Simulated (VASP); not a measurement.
VASP runs on Si₂Au (space group I4/mmm) share one base input (PBE GGA, plane waves, VASP's PBE PAW potentials (set 64)) and change the settings named in each case.

INCAR:
```
SYSTEM = Si2Au
PREC = Accurate
ENCUT = 300
EDIFF = 1E-6
NELM = 100
ALGO = Normal
LREAL = .FALSE.
LASPH = .TRUE.
ISMEAR = -1
SIGMA = 0.05
GGA = PE
LMAXMIX = 6
LWAVE = .FALSE.
LCHARG = .FALSE.
ISIF = 2
```

File POSCAR:
```
Si2Au
1
   -1.6360050000     1.6360050000     4.0041920000
    1.6360050000    -1.6360050000     4.0041920000
    1.6360050000     1.6360050000    -4.0041920000
Au Si
1 2
Direct
  0.0000000000   0.0000000000   0.0000000000
  0.3353000000   0.3353000000   0.0000000000
  0.6647000000   0.6647000000   0.0000000000
```

KPOINTS:
```
kpoints
0
gamma
  11 11 11
0 0 0
```

POTCAR, in this order: Au Si (PBE.64 set). Program: vasp_std.

| change | E(σ→0) (eV/atom) | pressure (GPa) | largest force (eV/Å) | −TS (eV) |
|---|---|---|---|---|
| base run | -4.0181 | 25.34 | 0.840 | -0.0115 |
| GGA removed, POTCAR Au Si (LDA.64 set) | -4.9237 | 18.05 | 0.693 | -0.0110 |
| GGA_COMPAT = .FALSE., LNONCOLLINEAR = .TRUE., LSORBIT = .TRUE., MAGMOM = 0.0 0.0 0.0 0.0 0.0 0.0 0.0 0.0 0.0, program vasp_ncl | -4.1230 | 24.81 | 0.806 | -0.0121 |
| KPOINTS 3×3×3 Γ-centred mesh | -3.9652 | 24.15 | 0.553 | -0.0133 |
 Energies of different potentials or functionals have different zeros.  Unless said otherwise, spin-orbit coupling is left out, though it shifts the bands of the heavy elements here. At 300 eV the pressure can carry a Pulay error.

Left out are runs that ran out of time, are held back, or changed the cell or the kind of run, fixed moments of cells without a moment, rows past the twelfth, gaps on odd meshes, pressures of charged cells and columns that move by less than the noise.

The structure was generated: Si2Au was put into an ordered model structure, which need not be its known phase. The cell was not relaxed at this level, forces remain on its atoms, its lattice was scaled by up to 2.5 %.
